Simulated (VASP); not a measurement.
**Band gap of SnSe: cutoff, mesh and cell**

Aim: test what besides the functional moves the gap of SnSe. The starting structure is a cell with measured lattice constants from the literature and the atomic positions of a computed structure of the Materials Project. The atoms were first relaxed with LDA in that cell, in a run that isn't shown, and the relaxed structure is the one below.

Main program and level: VASP 6.6.1; Kohn-Sham DFT with plane waves and PAW; LDA.

### Step 1. Set-up

Symmetry: Pnma, No. 62, orthorhombic system. The conventional cell has a = 11.502 Å, b = 4.154 Å, c = 4.444 Å, α = 90.00°, β = 90.00°, γ = 90.00°. Sn has 5 Se at 2.75 to 3.35 Å nearest. Nearest to Se lie 5 Sn at 2.75 to 3.35 Å. Farther neighbours and most contacts between anions are not listed.

As a file:

```xyz
8
Lattice="11.5022 0.0000 0.0000 0.0000 4.1540 0.0000 0.0000 0.0000 4.4445" Properties=species:S:1:pos:R:3 pbc="T T T"
Sn    1.3648    3.1155    0.4904
Sn    4.3863    1.0385    2.7127
Sn   10.1374    1.0385    3.9541
Sn    7.1159    3.1155    1.7318
Se    9.8428    3.1155    2.1214
Se    4.0917    3.1155    0.1009
Se    7.4105    1.0385    4.3436
Se    1.6594    1.0385    2.3231
```

### Step 2. Reference bands

The input, INCAR:

```
SYSTEM = SnSe
PREC = Accurate
ENCUT = 350
EDIFF = 1E-06
NELM = 100
ISMEAR = 0
SIGMA = 0.03
LREAL = .FALSE.
ALGO = Normal
GGA = CA
NBANDS = 61
LORBIT = 11
LWAVE = .FALSE.
LCHARG = .FALSE.
KPAR = 8
LASPH = .TRUE.
```

The input, POSCAR:

```
SnSe
1.0
   11.5022000000      0.0000000000      0.0000000000
    0.0000000000      4.1540000000      0.0000000000
    0.0000000000      0.0000000000      4.4445000000
Sn Se
4 4
Direct
    0.1186512327      0.7500000000      0.1103472981
    0.3813487673      0.2500000000      0.6103472981
    0.8813487673      0.2500000000      0.8896527019
    0.6186512327      0.7500000000      0.3896527019
    0.8557343357      0.7500000000      0.4773046476
    0.3557343357      0.7500000000      0.0226953524
    0.6442656643      0.2500000000      0.9773046476
    0.1442656643      0.2500000000      0.5226953524
```

The input, KPOINTS:

```
Automatic mesh
0
Gamma
2 6 6
0 0 0
```

The input, KPOINTS_OPT:

```
Line mode
8
Line-mode
Reciprocal
  0.00000000   0.00000000   0.00000000 GAMMA
  0.00000000   0.50000000   0.00000000 X

  0.00000000   0.50000000   0.00000000 X
  0.00000000   0.50000000   0.50000000 S

  0.00000000   0.50000000   0.50000000 S
  0.00000000   0.00000000   0.50000000 Y

  0.00000000   0.00000000   0.50000000 Y
  0.00000000   0.00000000   0.00000000 GAMMA

  0.00000000   0.00000000   0.00000000 GAMMA
  0.50000000   0.00000000   0.00000000 Z

  0.50000000   0.00000000   0.00000000 Z
  0.50000000   0.50000000   0.00000000 U

  0.50000000   0.50000000   0.00000000 U
  0.50000000   0.50000000   0.50000000 R

  0.50000000   0.50000000   0.50000000 R
  0.50000000   0.00000000   0.50000000 T

  0.50000000   0.00000000   0.50000000 T
  0.50000000   0.00000000   0.00000000 Z

  0.00000000   0.00000000   0.50000000 Y
  0.50000000   0.00000000   0.50000000 T

  0.50000000   0.50000000   0.00000000 U
  0.00000000   0.50000000   0.00000000 X

  0.00000000   0.50000000   0.50000000 S
  0.50000000   0.50000000   0.50000000 R
```

The projector-augmented-wave data sets are Sn_d and Se (LDA family, release 64).

Command:

```bash
$ mpirun -np 8 vasp_std
```

The program printed:

```text
[banner, memory and clock lines left out]
running    8 mpi-ranks, on    1 nodes
 distrk:  each k-point on    1 cores,    8 groups
 distr:  one band on    1 cores,    1 groups

 POSCAR found type information on POSCAR SnSe
 POSCAR found :  2 types and       8 ions
|                                                                             |
|           W    W    AA    RRRRR   N    N  II  N    N   GGGG   !!!           |
|           W    W   A  A   R    R  NN   N  II  NN   N  G    G  !!!           |
|           W    W  A    A  R    R  N N  N  II  N N  N  G       !!!           |
|           W WW W  AAAAAA  RRRRR   N  N N  II  N  N N  G  GGG   !            |
|           WW  WW  A    A  R   R   N   NN  II  N   NN  G    G                |
|           W    W  A    A  R    R  N    N  II  N    N   GGGG   !!!           |
|                                                                             |
|     For optimal performance we recommend to set                             |
|       NCORE = 2 up to number-of-cores-per-socket                            |
|     NCORE specifies how many cores store one orbital (NPAR=cpu/NCORE).      |
|     This setting can greatly improve the performance of VASP for DFT.       |
|     The default, NCORE=1 might be grossly inefficient on modern             |
|     multi-core architectures or massively parallel machines. Do your        |
|     Unfortunately you need to use the default for GW and RPA                |
|     calculations (for HF NCORE is supported but not extensively tested      |
|     yet).                                                                   |
|                                                                             |

 LDA part: xc-table for (Slater(with rela. corr.)+CA(PZ))
 , standard interpolation
 POSCAR, INCAR and KPOINTS ok, starting setup
 FFT: planning ... GRIDC
 FFT: planning ... GRID_SOFT
 FFT: planning ... GRID
 WAVECAR not read
 entering main loop
       N       E                     dE             d eps       ncg     rms          rms(c)
DAV:   1     0.750167372762E+03    0.75017E+03   -0.28314E+04  4253   0.134E+03
DAV:   2     0.934433930241E+02   -0.65672E+03   -0.61790E+03  3936   0.426E+02
DAV:   3    -0.307516999172E+02   -0.12420E+03   -0.11902E+03  4560   0.156E+02
DAV:   4    -0.384981036156E+02   -0.77464E+01   -0.76597E+01  4552   0.422E+01
DAV:   5    -0.386907706666E+02   -0.19267E+00   -0.19253E+00  4539   0.718E+00    0.678E+00
DAV:   6    -0.379559524633E+02    0.73482E+00   -0.69887E-01  5245   0.459E+00    0.415E+00
DAV:   7    -0.379223496869E+02    0.33603E-01   -0.43276E-01  5104   0.198E+00    0.148E+00
DAV:   8    -0.379124997983E+02    0.98499E-02   -0.38723E-02  5104   0.114E+00    0.346E-01
DAV:   9    -0.379120064973E+02    0.49330E-03   -0.50240E-03  4593   0.428E-01    0.107E-01
DAV:  10    -0.379119264443E+02    0.80053E-04   -0.52572E-04  5004   0.121E-01    0.436E-02
DAV:  11    -0.379119513617E+02   -0.24917E-04   -0.17034E-04  4969   0.486E-02    0.257E-02
DAV:  12    -0.379119363799E+02    0.14982E-04   -0.31717E-05  4717   0.244E-02    0.650E-03
DAV:  13    -0.379119370503E+02   -0.67032E-06   -0.55361E-06  3750   0.822E-03
   1 F= -.37911937E+02 E0= -.37911937E+02  d E =-.897161E-27
 Start KPOINTS_OPT (optional k-point list driver)
k-point batch [1-32\96]
       N       E                     dE             ncg
DAV:   1     0.482037278661E+04   -0.36779E+05     4349
DAV:   2    -0.161258412292E+05   -0.20946E+05     3944
DAV:   3    -0.200229786885E+05   -0.38971E+04     4537
DAV:   4    -0.202585911876E+05   -0.23561E+03     4544
DAV:   5    -0.202644027897E+05   -0.58116E+01     4672
DAV:   6    -0.202646231291E+05   -0.22034E+00     5373
DAV:   7    -0.202646271835E+05   -0.40544E-02     5424
DAV:   8    -0.202646272861E+05   -0.10256E-03     5389
DAV:   9    -0.202646272871E+05   -0.99476E-06     2979
[...]
k-point batch [65-96\96]
       N       E                     dE             ncg
DAV:   1     0.500965567222E+04   -0.43661E+05     4360
DAV:   2    -0.160416572543E+05   -0.21051E+05     3952
DAV:   3    -0.199860757301E+05   -0.39444E+04     4592
DAV:   4    -0.202240347552E+05   -0.23796E+03     4576
DAV:   5    -0.202298824472E+05   -0.58477E+01     4625
DAV:   6    -0.202301127695E+05   -0.23032E+00     5485
DAV:   7    -0.202301168914E+05   -0.41219E-02     5420
DAV:   8    -0.202301169860E+05   -0.94571E-04     5472
DAV:   9    -0.202301169870E+05   -0.10592E-05     3017
DAV:  10    -0.202301169873E+05   -0.25352E-06     2627
```

Wall time 88 s (8 MPI ranks of AMD EPYC 7R43, shared host); peak memory 3.1 GiB.

Lines that name or quote the potential files are left out of all logs, and their timing lines are given in words.

OUTCAR, selected parts (step 2):

```text
ion  position               nearest neighbor table
   1  0.119  0.750  0.110-   6 2.75   8 2.79   8 2.79   3 3.57   3 3.57
   2  0.381  0.250  0.610-   8 2.75   6 2.79   6 2.79   4 3.57   4 3.57
   3  0.881  0.250  0.890-   7 2.75   5 2.79   5 2.79   1 3.57   1 3.57
   4  0.619  0.750  0.390-   5 2.75   7 2.79   7 2.79   2 3.57   2 3.57
   5  0.856  0.750  0.477-   4 2.75   3 2.79   3 2.79
   6  0.356  0.750  0.023-   1 2.75   2 2.79   2 2.79
   7  0.644  0.250  0.977-   3 2.75   4 2.79   4 2.79
   8  0.144  0.250  0.523-   2 2.75   1 2.79   1 2.79

  LATTYP: Found a simple orthorhombic cell.
 ALAT       =     4.1540000000
 B/A-ratio  =     1.0699325951
 C/A-ratio  =     2.7689455946

 Subroutine GETGRP returns: Found  8 space group operations
 (whereof  2 operations were pure point group operations)

The static configuration has the point symmetry S_2 .
 The point group associated with its full space group is D_2h.

 Found     32 irreducible k-points:

   k-points           NKPTS =     32   k-points in BZ     NKDIM =     32   number of bands    NBANDS=     61

   dimension x,y,z NGX =    70 NGY =   28 NGZ =   28
   dimension x,y,z NGXF=   140 NGYF=   56 NGZF=   56

   ENCUT  =  350.0 eV  25.72 Ry    5.07 a.u.  17.55  6.34  6.78*2*pi/ulx,y,z

   NELECT =      80.0000    total number of electrons

 k-points in reciprocal lattice and weights: Automatic mesh
   0.00000000  0.00000000  0.00000000       0.014
   0.50000000  0.00000000  0.00000000       0.014
   0.00000000  0.16666667  0.00000000       0.028
   0.50000000  0.16666667  0.00000000       0.028
   0.00000000  0.33333333  0.00000000       0.028
   0.50000000  0.33333333  0.00000000       0.028
   0.00000000  0.50000000  0.00000000       0.014
   0.50000000  0.50000000  0.00000000       0.014
   0.00000000  0.00000000  0.16666667       0.028
[...]
0.00000000  0.50000000  0.50000000       0.014
   0.50000000  0.50000000  0.50000000       0.014

 average (electrostatic) potential at core
       1-101.1996       2-101.1996       3-101.1996       4-101.1996       5 -58.8321
       6 -58.8321       7 -58.8321       8 -58.8321

 E-fermi :   5.6072

 k-point     1 :       0.0000    0.0000    0.0000
  band No.  band energies     occupation
    ...
     36       3.4991      2.00000
     37       3.7644      2.00000
     38       4.1870      2.00000
     39       4.6577      2.00000
     40       4.8389      2.00000
     41       5.9894      0.00000
     42       8.1030      0.00000
     43       8.2507      0.00000
     44       8.2833      0.00000
     45       8.5429      0.00000
    ...

 k-point     2 :       0.5000    0.0000    0.0000
  band No.  band energies     occupation
    ...
     36       3.2378      2.00000
     37       3.4839      2.00000
     38       3.4839      2.00000
     39       4.8152      2.00000
     40       4.8152      2.00000
     41       7.8414      0.00000
     42       7.8414      0.00000
     43       7.9399      0.00000
     44       7.9399      0.00000
     45       9.1252      0.00000
    ...

 k-point     3 :       0.0000    0.1667    0.0000
  band No.  band energies     occupation
    ...
     36       3.5931      2.00000
     37       3.7479      2.00000
     38       4.6156      2.00000
     39       4.6847      2.00000
     40       4.6930      2.00000
     41       6.1854      0.00000
     42       7.2426      0.00000
     43       8.0754      0.00000
     44       8.4227      0.00000
     45       8.4756      0.00000
    ...

  Total       -2.3407132     -2.7156971     -2.6120214      0.0000000     -0.0000000      0.0000000
  in kB      -17.6599095    -20.4890391    -19.7068400      0.0000000     -0.0000000      0.0000000
  external PRESSURE =     -19.2852629 kB  Pullay stress =       0.0000000 kB

  energy-cutoff  :      350.00
  volume of cell :      212.36
      direct lattice vectors                 reciprocal lattice vectors
    11.502200000  0.000000000  0.000000000     0.086939890  0.000000000  0.000000000
     0.000000000  4.154000000  0.000000000     0.000000000  0.240731825  0.000000000
     0.000000000  0.000000000  4.444500000     0.000000000  0.000000000  0.224997188

 POSITION                                       TOTAL-FORCE (eV/Angst)
 -----------------------------------------------------------------------------------
      1.36475      3.11550      0.49044         0.011326      0.000000     -0.003479
      4.38635      1.03850      2.71269        -0.011326     -0.000000     -0.003479
     10.13745      1.03850      3.95406        -0.011326     -0.000000      0.003479
      7.11585      3.11550      1.73181         0.011326     -0.000000      0.003479
      9.84283      3.11550      2.12138        -0.001270     -0.000000     -0.002159
      4.09173      3.11550      0.10087        -0.001270      0.000000      0.002159
      7.41047      1.03850      4.34363         0.001270     -0.000000     -0.002159
      1.65937      1.03850      2.32312         0.001270      0.000000      0.002159
 -----------------------------------------------------------------------------------
    total drift:                                0.000000      0.000000     -0.000000

  FREE ENERGIE OF THE ION-ELECTRON SYSTEM (eV)
  ---------------------------------------------------
  free  energy   TOTEN  =       -37.9119370503 eV

  energy  without entropy=      -37.9119370503  energy(sigma->0) =      -37.91193705

 total charge
# of ion       s       p       d       tot
------------------------------------------
    1        1.353   0.774   9.992  12.119
    2        1.353   0.774   9.992  12.119
    3        1.353   0.774   9.992  12.119
    4        1.353   0.774   9.992  12.119
    5        1.478   2.317   0.026   3.821
    6        1.478   2.317   0.026   3.821
    7        1.478   2.317   0.026   3.821
    8        1.478   2.317   0.026   3.821
--------------------------------------------------
tot         11.323  12.364  40.072  63.759

[... 3 further parts left out ...]
```

Spin-orbit coupling is off here; with elements this heavy it can split and shift levels by tenths of an eV.

The reference gap is 0.465 eV.

### Step 3. Bands with cell and atoms relaxed by LDA

Against step 2 the input has another starting structure. The cell comes from a relaxation at this level, not shown (202.15 Å³).

INCAR is that of step 2.

The input, POSCAR:

```
SnSe
1.0
   11.3719526491      0.0000000000      0.0000000000
    0.0000000000      4.1242191796      0.0000000000
    0.0000000000      0.0000000000      4.3101392081
Sn Se
4 4
Direct
    0.1179180747      0.7500000000      0.0940739935
    0.3820819253      0.2500000000      0.5940739935
    0.8820819253      0.2500000000      0.9059260065
    0.6179180747      0.7500000000      0.4059260065
    0.8573771930      0.7500000000      0.4758116540
    0.3573771930      0.7500000000      0.0241883460
    0.6426228070      0.2500000000      0.9758116540
    0.1426228070      0.2500000000      0.5241883460
```

KPOINTS is that of step 2.

KPOINTS_OPT is that of step 2.

Command:

```bash
$ mpirun -np 8 vasp_std
```

The program printed:

```text
[banner, memory and clock lines left out]
running    8 mpi-ranks, on    1 nodes
[...]
[... a notice as in an earlier step ...]

 LDA part: xc-table for (Slater(with rela. corr.)+CA(PZ))
 , standard interpolation
 POSCAR, INCAR and KPOINTS ok, starting setup
[...]
entering main loop
       N       E                     dE             d eps       ncg     rms          rms(c)
DAV:   1     0.758937678176E+03    0.75894E+03   -0.28038E+04  4363   0.136E+03
DAV:   2     0.951483551848E+02   -0.66379E+03   -0.62434E+03  3912   0.438E+02
DAV:   3    -0.307636504021E+02   -0.12591E+03   -0.12094E+03  4476   0.157E+02
DAV:   4    -0.385107944178E+02   -0.77471E+01   -0.76562E+01  4616   0.421E+01
[...]
DAV:  11    -0.379692644952E+02   -0.22509E-04   -0.17898E-04  5030   0.534E-02    0.258E-02
DAV:  12    -0.379692497090E+02    0.14786E-04   -0.30568E-05  4829   0.252E-02    0.707E-03
DAV:  13    -0.379692503257E+02   -0.61677E-06   -0.53678E-06  3706   0.767E-03
   1 F= -.37969250E+02 E0= -.37969250E+02  d E =-.210345E-12
 Start KPOINTS_OPT (optional k-point list driver)
k-point batch [1-32\96]
       N       E                     dE             ncg
DAV:   1     0.647156135260E+04   -0.35728E+05     4370
DAV:   2    -0.147843592324E+05   -0.21256E+05     3912
DAV:   3    -0.187658772714E+05   -0.39815E+04     4558
DAV:   4    -0.190104607092E+05   -0.24458E+03     4560
[...]
DAV:   8    -0.190167121973E+05   -0.10746E-03     5502
DAV:   9    -0.190167121983E+05   -0.10335E-05     2953
DAV:  10    -0.190167121985E+05   -0.23557E-06     2607
[...]
k-point batch [65-96\96]
       N       E                     dE             ncg
DAV:   1     0.647333859916E+04   -0.42879E+05     4238
DAV:   2    -0.147759148511E+05   -0.21249E+05     3928
DAV:   3    -0.187236468027E+05   -0.39477E+04     4517
DAV:   4    -0.189673612221E+05   -0.24371E+03     4560
DAV:   5    -0.189734422807E+05   -0.60811E+01     4592
DAV:   6    -0.189736937036E+05   -0.25142E+00     5470
DAV:   7    -0.189736986289E+05   -0.49252E-02     5432
DAV:   8    -0.189736987229E+05   -0.94015E-04     5428
DAV:   9    -0.189736987238E+05   -0.95967E-06     3024
```

Run time: 85 s. Hardware: 8 MPI ranks; peak memory 3.1 GiB.

OUTCAR, selected parts (step 3):

```text
  Total       -0.3535036     -0.3596055     -0.2957973      0.0000000      0.0000000      0.0000000
  in kB       -2.8017948     -2.8501572     -2.3444273      0.0000000      0.0000000      0.0000000
  external PRESSURE =      -2.6654598 kB  Pullay stress =       0.0000000 kB

 POSITION                                       TOTAL-FORCE (eV/Angst)
 -----------------------------------------------------------------------------------
      1.34096      3.09316      0.40547        -0.003795     -0.000000     -0.005026
      4.34502      1.03105      2.56054         0.003795      0.000000     -0.005026
     10.03099      1.03105      3.90467         0.003795      0.000000      0.005026
      7.02694      3.09316      1.74960        -0.003795     -0.000000      0.005026
      9.75005      3.09316      2.05081        -0.002385      0.000000      0.003657
      4.06408      3.09316      0.10426        -0.002385      0.000000     -0.003657
      7.30788      1.03105      4.20588         0.002385      0.000000      0.003657
      1.62190      1.03105      2.25932         0.002385     -0.000000     -0.003657
 -----------------------------------------------------------------------------------
    total drift:                                0.000000      0.000000     -0.000000

  FREE ENERGIE OF THE ION-ELECTRON SYSTEM (eV)
  ---------------------------------------------------
  free  energy   TOTEN  =       -37.9692503257 eV

  energy  without entropy=      -37.9692503257  energy(sigma->0) =      -37.96925033

[... 1 part as in an earlier step ...]

[... 2 further parts left out ...]
[key lines of the parts left out:]
E-fermi :   6.1420
```

With cell and atoms relaxed by LDA the gap is 0.345 eV, -0.120 eV from the reference.

[end of part 1 of 2]

[Lines on the potential files, build, host, timing and source positions are cut from VASP's logs without a mark.]

[Logs are printed without paths, hosts, clocks, repeated set-up lines and the standing remarks that a program may print on its own settings, such as how far it seeks lower states.]

[Hosts, paths, dates, database ids (printed as entryN), source tags and the programs' standing remarks are cut or masked in the printed files.]
